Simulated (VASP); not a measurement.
Here is the system:

```
Tb
1.0
    1.83600    -3.18004     0.00000
    1.83600     3.18004     0.00000
    0.00000     0.00000     5.80380
Tb
2
Cartesian
  1.83600   1.06002   1.45095
  1.83600  -1.06002   4.35285
```

The numbers are results of PBE GGA, VASP's PBE PAW potentials (set 64) (plane waves; VASP 6.6.1), not measurements. Run with 400 eV cut-off, 2×2×1 Monkhorst-Pack mesh, first-order Methfessel-Paxton smearing of 0.10 eV, potentials Tb_3.

The 4f electrons are frozen in the core of the lanthanide potential, so 4f levels, which can set the real gap, and their magnetism are missing.

### Question
Give the stress tensor in GPa (positive for a compressed cell).

### Answer

```
  6.25    0.00    0.00
  0.00    6.25    0.00
  0.00    0.00  -16.80
```
The pressure is its mean diagonal, -1.44 GPa.

The compound is Tb in the hcp structure. The cell was not relaxed at this level. The k-mesh is coarse (spacing up to 1.08 per Å, 2π included), so the numbers may not be converged in it. The run is one of a series of settings (KPOINTS 2×2×1 Monkhorst-Pack mesh against the base run), some of them coarse on purpose.
